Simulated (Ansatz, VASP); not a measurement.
# P2S3 (P2S3 (P2_1/c)): VASP beside Ansatz, part 2 of 2

Aim: how closely do two programs agree when they are given the same cell, functional and k mesh? Of the first pair: The structure shown is the start of the Ansatz relaxation below; VASP solves that cell, so the two are compared at the walk's first step.

VASP 6.6.1 and Ansatz 0.2.0.

So far: Set-up; Ansatz: relaxation, PBEsol.

## 3. VASP: single point, PBEsol, start cell, pair 1

Level of this step: PBEsol; plane waves and PAW (P, S) (VASP).

The same cell, functional, mesh and smearing now go to VASP, with its own data sets.

Lines of VASP's logs that name or quote its potential files are left out, and so is its time.

Contents of INCAR:

```
SYSTEM = P2S3
PREC = Accurate
ENCUT = 400
EDIFF = 1E-06
NELM = 120
ISMEAR = -1
SIGMA = 0.01
LREAL = Auto
ALGO = Normal
GGA = PS
NBANDS = 140
LORBIT = 11
LWAVE = .FALSE.
LCHARG = .FALSE.
ISIF = 2
LASPH = .TRUE.
GGA_COMPAT = .FALSE.
EFERMI = MIDGAP
KPAR = 4
```

Contents of POSCAR:

```
P2S3
1.0
    7.1635740000      0.0000000000      0.0000000000
    0.0000000000     12.4680140000      0.0000000000
   -2.6527900000      0.0000000000     11.5293820000
P S
16 24
Direct
    0.2793489216      0.0843296294      0.1639691312
    0.7206509388      0.5843296294      0.3360308688
    0.7206509388      0.9156703706      0.8360308688
    0.2793489216      0.4156703706      0.6639691312
    0.2615869217      0.0628534745      0.4387979338
    0.7384129387      0.5628534745      0.0612020662
    0.7384129387      0.9371465255      0.5612020662
    0.2615869217      0.4371465255      0.9387979338
    0.2291281287      0.8963137192      0.3490471562
    0.7708717317      0.3963137192      0.1509528438
    0.7708717317      0.1036862808      0.6509528438
    0.2291281287      0.6036862808      0.8490471562
    0.8382020602      0.0468448303      0.2453786335
    0.1617978002      0.5468448303      0.2546213665
    0.1617978002      0.9531551697      0.7546213665
    0.8382020602      0.4531551697      0.7453786335
    0.9830440221      0.1063182156      0.1169557700
    0.0169558383      0.6063182156      0.3830442300
    0.0169558383      0.8936817844      0.8830442300
    0.9830440221      0.3936817844      0.6169557700
    0.3931402623      0.1530839635      0.3274377586
    0.6068595981      0.6530839635      0.1725622414
    0.6068595981      0.8469160365      0.6725622414
    0.3931402623      0.3469160365      0.8274377586
    0.3455553985      0.9220905792      0.2021802209
    0.6544444619      0.4220905792      0.2978197791
    0.6544444619      0.0779094209      0.7978197791
    0.3455553985      0.5779094209      0.7021802209
    0.3849509085      0.1428442413      0.0421354761
    0.6150489519      0.6428442413      0.4578645239
    0.6150489519      0.8571557587      0.9578645239
    0.3849509085      0.3571557587      0.5421354761
    0.9749808098      0.1198723790      0.4019314305
    0.0250190506      0.6198723790      0.0980685695
    0.0250190506      0.8801276210      0.5980685695
    0.9749808098      0.3801276210      0.9019314305
    0.9307589092      0.8884125411      0.2820444973
    0.0692409512      0.3884125411      0.2179555027
    0.0692409512      0.1115874589      0.7179555027
    0.9307589092      0.6115874589      0.7820444973
```

Contents of KPOINTS:

```
Automatic mesh
0
Gamma
4 3 3
0 0 0
```

The projector-augmented-wave data sets are P and S (PBE family, release 64).

The run is started by

```
$ mpirun -np 4 vasp_std
```

Numbers of over 12 decimals in the logs are rounded to 6 here.

Log:

```text
[banner, memory and clock lines left out]
running    4 mpi-ranks, on    1 nodes
[...]
|                                                                             |
|               ----> ADVICE to this user running VASP <----                  |
|                                                                             |
|     You enforced a specific xc type in the INCAR file but a different       |
|     [... a line on the potential file left out ...]
|     I HOPE YOU KNOW WHAT YOU ARE DOING!                                     |
|                                                                             |

 LDA part: xc-table for (Slater+PW92), standard interpolation
 POSCAR, INCAR and KPOINTS ok, starting setup
[...]
entering main loop
       N       E                     dE             d eps       ncg     rms          rms(c)
DAV:   1     0.116261070753E+04    0.11626E+04   -0.80162E+04  3920   0.110E+03
DAV:   2    -0.858326758427E+02   -0.12484E+04   -0.12002E+04  4896   0.222E+02
DAV:   3    -0.203914206714E+03   -0.11808E+03   -0.11667E+03  4624   0.736E+01
DAV:   4    -0.207899064633E+03   -0.39849E+01   -0.39544E+01  5336   0.143E+01
[...]
DAV:  17    -0.204017632890E+03    0.83385E-05   -0.15205E-05  4528   0.864E-03    0.486E-02
DAV:  18    -0.204017631138E+03    0.17526E-05   -0.94865E-06  4208   0.567E-03    0.278E-02
DAV:  19    -0.204017631703E+03   -0.56517E-06   -0.35848E-06  3712   0.454E-03
   1 F= -.20401763E+03 E0= -.20401763E+03  d E =0.000000E+00
```

From OUTCAR (step 3):

```text
  Total        0.6414466      0.2123000      1.2090157      0.0000000      0.0000000     -0.3636906
  in kB        0.9980173      0.3303144      1.8810894      0.0000000      0.0000000     -0.5658608
  external PRESSURE =       1.0698070 kB  Pullay stress =       0.0000000 kB

 POSITION                                       TOTAL-FORCE (eV/Angst)
 -----------------------------------------------------------------------------------
      1.56616      1.05142      1.89046        -0.171485     -0.095856      0.186010
      4.27102      7.28543      3.87423         0.171485     -0.095856     -0.186010
      2.94462     11.41659      9.63892         0.171485      0.095856     -0.186010
      0.23977      5.18258      7.65515        -0.171485      0.095856      0.186010
      0.70986      0.78366      5.05907         0.007790     -0.047187      0.127586
      5.12732      7.01767      0.70562        -0.007790     -0.047187     -0.127586
      3.80092     11.68436      6.47031        -0.007790      0.047187     -0.127586
     -0.61654      5.45035     10.82376         0.007790      0.047187      0.127586
      0.71543     11.17525      4.02430         0.008150     -0.037055      0.100252
      5.12175      4.94124      1.74039        -0.008150     -0.037055     -0.100252
      3.79536      1.29276      7.50508        -0.008150      0.037055     -0.100252
     -0.61097      7.52677      9.78899         0.008150      0.037055      0.100252
      5.35358      0.58406      2.82906        -0.167887      0.016924     -0.053390
      0.48359      6.81807      2.93563         0.167887      0.016924      0.053390
[...]
-----------------------------------------------------------------------------------
    total drift:                                0.008599     -0.000001      0.000377

  FREE ENERGIE OF THE ION-ELECTRON SYSTEM (eV)
  ---------------------------------------------------
  free  energy   TOTEN  =      -204.0176317027 eV

  energy  without entropy=     -204.0176317027  energy(sigma->0) =     -204.01763170

[... 3 further parts left out ...]
[key lines of the parts left out:]
E-fermi :   3.2032
```

The run ends at a pressure of 0.11 GPa, with forces up to 0.30 eV/Å.

## 4. Comparison

Known differences besides the potentials themselves: the cutoff is 420 eV in Ansatz and 400 eV in VASP (PREC = Accurate, projectors in real space); Ansatz makes its cores anew for this functional, VASP keeps those of its PBE data sets. Total energies have different zeros and are not compared.

Forces on 7 of the 40 atoms, those with the largest forces and the largest differences (eV/Å; atoms numbered as in POSCAR):

| atom | Ansatz x, y, z | VASP x, y, z |
| --- | --- | --- |
| P1 | -0.197, -0.114, 0.219 | -0.171, -0.096, 0.186 |
| P2 | 0.197, -0.114, -0.219 | 0.171, -0.096, -0.186 |
| P3 | 0.197, 0.114, -0.219 | 0.171, 0.096, -0.186 |
| S29 | 0.210, 0.142, -0.281 | 0.166, 0.112, -0.222 |
| S30 | -0.210, 0.142, 0.281 | -0.166, 0.112, 0.222 |
| S31 | -0.210, -0.142, 0.281 | -0.166, -0.112, 0.222 |
| S32 | 0.210, -0.142, -0.281 | 0.166, -0.112, -0.222 |

The forces differ by 30 meV/Å r.m.s., which is 31.3 % of the r.m.s. force of 0.096 eV/Å (both taken over all components).

## 5. Ansatz: relaxation, PBEsol

This run makes the geometry at which the two programs are then compared. The cell compared in this pair holds 941.52 Å³, against 1029.75 Å³ for the pair before.

The structure compared here is the end of the Ansatz relaxation.

Contents of input.yaml:

```yaml
crystal:
  lattice:
    - [7.1635739, 0.0, 0.0]
    - [0.0, 12.4680138, 0.0]
    - [-2.6527903, 0.0, 11.5293824]
  atoms:
    - { symbol: P, position: [0.27934898, 0.0843296, 0.16396913] }
    - { symbol: P, position: [0.72065102, 0.5843296, 0.33603087] }
    - { symbol: P, position: [0.72065102, 0.9156704, 0.83603087] }
    - { symbol: P, position: [0.27934898, 0.4156704, 0.66396913] }
    - { symbol: P, position: [0.26158698, 0.06285346, 0.43879794] }
    - { symbol: P, position: [0.73841302, 0.56285346, 0.06120206] }
    - { symbol: P, position: [0.73841302, 0.93714654, 0.56120206] }
    - { symbol: P, position: [0.26158698, 0.43714654, 0.93879794] }
    - { symbol: P, position: [0.22912818, 0.89631371, 0.34904715] }
    - { symbol: P, position: [0.77087182, 0.39631371, 0.15095285] }
    - { symbol: P, position: [0.77087182, 0.10368629, 0.65095285] }
    - { symbol: P, position: [0.22912818, 0.60368629, 0.84904715] }
    - { symbol: P, position: [0.83820211, 0.04684484, 0.24537862] }
    - { symbol: P, position: [0.16179789, 0.54684484, 0.25462138] }
    - { symbol: P, position: [0.16179789, 0.95315516, 0.75462138] }
    - { symbol: P, position: [0.83820211, 0.45315516, 0.74537862] }
    - { symbol: S, position: [0.98304409, 0.10631824, 0.11695577] }
    - { symbol: S, position: [0.01695591, 0.60631824, 0.38304423] }
    - { symbol: S, position: [0.01695591, 0.89368176, 0.88304423] }
    - { symbol: S, position: [0.98304409, 0.39368176, 0.61695577] }
    - { symbol: S, position: [0.39314033, 0.15308395, 0.32743775] }
    - { symbol: S, position: [0.60685967, 0.65308395, 0.17256225] }
    - { symbol: S, position: [0.60685967, 0.84691605, 0.67256225] }
    - { symbol: S, position: [0.39314033, 0.34691605, 0.82743775] }
    - { symbol: S, position: [0.34555547, 0.92209059, 0.20218021] }
    - { symbol: S, position: [0.65444453, 0.42209059, 0.29781979] }
    - { symbol: S, position: [0.65444453, 0.07790941, 0.79781979] }
    - { symbol: S, position: [0.34555547, 0.57790941, 0.70218021] }
    - { symbol: S, position: [0.38495098, 0.14284426, 0.0421355] }
    - { symbol: S, position: [0.61504902, 0.64284426, 0.4578645] }
    - { symbol: S, position: [0.61504902, 0.85715574, 0.9578645] }
    - { symbol: S, position: [0.38495098, 0.35715574, 0.5421355] }
    - { symbol: S, position: [0.97498087, 0.11987238, 0.40193142] }
    - { symbol: S, position: [0.02501913, 0.61987238, 0.09806858] }
    - { symbol: S, position: [0.02501913, 0.88012762, 0.59806858] }
    - { symbol: S, position: [0.97498087, 0.38012762, 0.90193142] }
    - { symbol: S, position: [0.930759, 0.88841256, 0.2820445] }
    - { symbol: S, position: [0.069241, 0.38841256, 0.2179555] }
    - { symbol: S, position: [0.069241, 0.11158744, 0.7179555] }
    - { symbol: S, position: [0.930759, 0.61158744, 0.7820445] }
basis:
  ecutwfc: 420
  xc_grid: 2
hamiltonian:
  xc: pbesol
kpoints:
  mp_grid: { grid: [4, 3, 3] }
scf:
  occupations: { method: fermi_dirac, width: 0.01 }
  max_iter: 150
output:
  forces: true
  stress: true
relax:
  f_tol: 0.01
  max_steps: 60
  cell: {}
checkpoint:
  write: "../pbesol.run"
  compress: false
  write_wavefunctions: false
  write_every: 100000
```

The run is started by

```
$ ansatz run input.yaml --threads 4 --pin off --max-ram 6594MiB --backend cpu --events-out ev --progress --plain --runs-dir out
```

Log:

```text
[...]
Crystal: 40 atoms, lattice volume = 1029.753 Å³
Basis set: ecut = 420 eV, 20131 PW (Γ), exchange–correlation on 96×180×160 points (8 copies of the dense FFT grid, shifted against one another)
Bands: 152, of which v1, the nominal top of the filled ones, is band 112 counted from 1 (111 counted from 0)
Symmetry: 4 space group operations
[...]
k-points: 14 of 36
[...]
- { symbol: S, position: [0.601457, 0.653153, 0.165409] }
    - { symbol: S, position: [0.601457, 0.846847, 0.665409] }
    - { symbol: S, position: [0.398543, 0.346847, 0.834591] }
[...]
- { symbol: S, position: [0.922293, 0.880808, 0.285760] }
    - { symbol: S, position: [0.077707, 0.380808, 0.214240] }
    - { symbol: S, position: [0.077707, 0.119192, 0.714240] }
    - { symbol: S, position: [0.922293, 0.619192, 0.785760] }
[key lines of the parts left out:]
SCF converged after 5 iterations
Free energy (F): -33084.643320 eV
Fermi energy:    4.870828 eV
P = ⅓ Tr σ = -0.0128 GPa (-0.128 kbar)
```

## 6. VASP: single point, PBEsol, relaxed cell, pair 2

The same cell, functional, mesh and smearing now go to VASP, with its own data sets.

Changes to INCAR since step 3:

```diff
@@ -2,3 +2,3 @@
 PREC = Accurate
-ENCUT = 400
+ENCUT = 500
 EDIFF = 1E-06
```

Contents of POSCAR:

```
P2S3
1.0
    6.8826489037      0.0000000000      0.0054198818
    0.0000000000     12.2251811183      0.0000000000
   -2.5400361069      0.0000000000     11.1876924212
P S
16 24
Direct
    0.2814566845      0.0828341718      0.1656396374
    0.7185433155      0.5828341718      0.3343603626
    0.7185433155      0.9171658282      0.8343603626
    0.2814566845      0.4171658282      0.6656396374
    0.2633942091      0.0587792712      0.4503588766
    0.7366057909      0.5587792712      0.0496411234
    0.7366057909      0.9412207288      0.5496411234
    0.2633942091      0.4412207288      0.9503588766
    0.2330312900      0.8898829449      0.3571085139
    0.7669687100      0.3898829449      0.1428914861
    0.7669687100      0.1101170551      0.6428914861
    0.2330312900      0.6101170551      0.8571085139
    0.8218146323      0.0424818727      0.2476583242
    0.1781853677      0.5424818727      0.2523416758
    0.1781853677      0.9575181273      0.7523416758
    0.8218146323      0.4575181273      0.7476583242
    0.9731837616      0.1051367225      0.1151114186
    0.0268162384      0.6051367225      0.3848885814
    0.0268162384      0.8948632775      0.8848885814
    0.9731837616      0.3948632775      0.6151114186
    0.3985431051      0.1531532600      0.3345908528
    0.6014568949      0.6531532600      0.1654091472
    0.6014568949      0.8468467400      0.6654091472
    0.3985431051      0.3468467400      0.8345908528
    0.3530258884      0.9171020281      0.2038417348
    0.6469741116      0.4171020281      0.2961582652
    0.6469741116      0.0828979719      0.7961582652
    0.3530258884      0.5828979719      0.7038417348
    0.3933817445      0.1449660129      0.0398039828
    0.6066182555      0.6449660129      0.4601960172
    0.6066182555      0.8550339871      0.9601960172
    0.3933817445      0.3550339871      0.5398039828
    0.9635303266      0.1182076947      0.4095610065
    0.0364696734      0.6182076947      0.0904389935
    0.0364696734      0.8817923053      0.5904389935
    0.9635303266      0.3817923053      0.9095610065
    0.9222930735      0.8808081286      0.2857596423
    0.0777069265      0.3808081286      0.2142403577
    0.0777069265      0.1191918714      0.7142403577
    0.9222930735      0.6191918714      0.7857596423
```

KPOINTS is that of step 3.

The run is started by

```
$ mpirun -np 4 vasp_std
```

Log:

```text
[banner, memory and clock lines left out]
running    4 mpi-ranks, on    1 nodes
[...]
[... a notice as in an earlier step ...]

 LDA part: xc-table for (Slater+PW92), standard interpolation
 POSCAR, INCAR and KPOINTS ok, starting setup
[...]
entering main loop
       N       E                     dE             d eps       ncg     rms          rms(c)
DAV:   1     0.124869610548E+04    0.12487E+04   -0.92153E+04  3920   0.132E+03
DAV:   2    -0.758497040081E+02   -0.13245E+04   -0.12721E+04  4836   0.236E+02
DAV:   3    -0.203454056903E+03   -0.12760E+03   -0.12587E+03  4640   0.770E+01
DAV:   4    -0.207890811612E+03   -0.44368E+01   -0.44001E+01  5328   0.151E+01
[...]
DAV:  16    -0.204216922804E+03   -0.10256E-04   -0.15206E-04  5312   0.233E-02    0.513E-02
DAV:  17    -0.204216916215E+03    0.65892E-05   -0.20256E-05  4512   0.100E-02    0.376E-02
DAV:  18    -0.204216915590E+03    0.62462E-06   -0.59424E-06  3976   0.449E-03
   1 F= -.20421692E+03 E0= -.20421692E+03  d E =0.000000E+00
```

Parts of OUTCAR (step 6):

```text
  Total       -1.6820208     -1.3125229     -1.5995702      0.0000000      0.0000000      0.1816922
  in kB       -2.8622849     -2.2335125     -2.7219792      0.0000000      0.0000000      0.3091845
  external PRESSURE =      -2.6059255 kB  Pullay stress =       0.0000000 kB

 POSITION                                       TOTAL-FORCE (eV/Angst)
 -----------------------------------------------------------------------------------
      1.51644      1.01266      1.85465         0.023275      0.017818     -0.024900
      4.09619      7.12525      3.74462        -0.023275      0.017818      0.024900
      2.82618     11.21252      9.33846        -0.023275     -0.017818      0.024900
      0.24642      5.09993      7.44850         0.023275     -0.017818     -0.024900
      0.66892      0.71859      5.03990        -0.011554      0.028499     -0.032763
      4.94371      6.83118      0.55936         0.011554      0.028499      0.032763
      3.67369     11.50659      6.15321         0.011554     -0.028499      0.032763
     -0.60110      5.39400     10.63375        -0.011554     -0.028499     -0.032763
      0.69680     10.87898      3.99648        -0.015136      0.019190     -0.042972
      4.91583      4.76639      1.60278         0.015136      0.019190      0.042972
      3.64581      1.34620      7.19663         0.015136     -0.019190      0.042972
     -0.57321      7.45879      9.59033        -0.015136     -0.019190     -0.042972
      5.02720      0.51935      2.77518         0.045580     -0.016410      0.023554
      0.58543      6.63194      2.82409        -0.045580     -0.016410     -0.023554
[...]
-----------------------------------------------------------------------------------
    total drift:                                0.000000     -0.000000      0.000000

  FREE ENERGIE OF THE ION-ELECTRON SYSTEM (eV)
  ---------------------------------------------------
  free  energy   TOTEN  =      -204.2169155902 eV

  energy  without entropy=     -204.2169155902  energy(sigma->0) =     -204.21691559

[... 1 part as in an earlier step ...]

[... 2 further parts left out ...]
[key lines of the parts left out:]
E-fermi :   3.9181
```

The run ends at a pressure of -0.26 GPa, with forces up to 0.074 eV/Å.

## 7. Differences

What differs besides the data sets and the points named for the pairs above, as far as they apply: the cutoff is 420 eV in Ansatz and 500 eV in VASP (PREC = Accurate, projectors in real space); Ansatz's pressure holds a Pulay correction, VASP's none. Total energies have different zeros and are not compared.

Compared:

| quantity | Ansatz | VASP | difference |
| --- | --- | --- | --- |
| pressure (GPa) | -0.01 | -0.26 | +0.25 |
| gap on the k mesh (eV) | 2.003 | 2.031 | -0.028 |

Forces on 7 of the 40 atoms, those with the largest forces and the largest differences (eV/Å; atoms numbered as in POSCAR):

| atom | Ansatz x, y, z | VASP x, y, z |
| --- | --- | --- |
| S21 | -0.005, -0.003, 0.002 | -0.039, -0.040, -0.006 |
| S22 | 0.005, -0.003, -0.002 | 0.039, -0.040, 0.006 |
| S23 | 0.005, 0.003, -0.002 | 0.039, 0.040, 0.006 |
| S29 | -0.002, 0.000, 0.001 | -0.042, -0.026, 0.055 |
| S30 | 0.002, 0.000, -0.001 | 0.042, -0.026, -0.055 |
| S31 | 0.002, 0.000, -0.001 | 0.042, 0.026, -0.055 |
| S32 | -0.002, 0.000, 0.001 | -0.042, 0.026, 0.055 |

The forces differ by 29 meV/Å r.m.s., where the r.m.s. force is 0.004 eV/Å in Ansatz and 0.030 eV/Å in VASP: the atoms lie near their places of rest in Ansatz, so a percentage would say little (all taken over all components). A gap on the mesh is an upper bound, since the band edges may lie between its points.

## 8. Outcome

```json
{"r.m.s. force difference (single point, PBEsol, start cell, pair 1)": "30 meV/Å", "r.m.s. force difference (single point, PBEsol, relaxed cell, pair 2)": "29 meV/Å"}
```

The r.m.s. force difference is 30 meV/Å (single point, PBEsol, start cell, pair 1), beyond the 12 meV/Å picked in this series as the mark of a large difference. What causes the difference of the single point, PBEsol, start cell, pair 1 pair stays open here. What causes the difference of the single point, PBEsol, relaxed cell, pair 2 pair stays open here. Such differences can come from data sets, numerical settings and the points named under the comparisons, not from the functional's error against experiment.

[Lines on the potential files, build, host, timing and source positions are cut from VASP's logs without a mark.]

[Logs are printed without paths, hosts, clocks, repeated set-up lines and the standing remarks that a program may print on its own settings, such as how far it seeks lower states.]

[Hosts, paths, dates, database ids (printed as entryN), source tags and the programs' standing remarks are cut or masked in the printed files.]
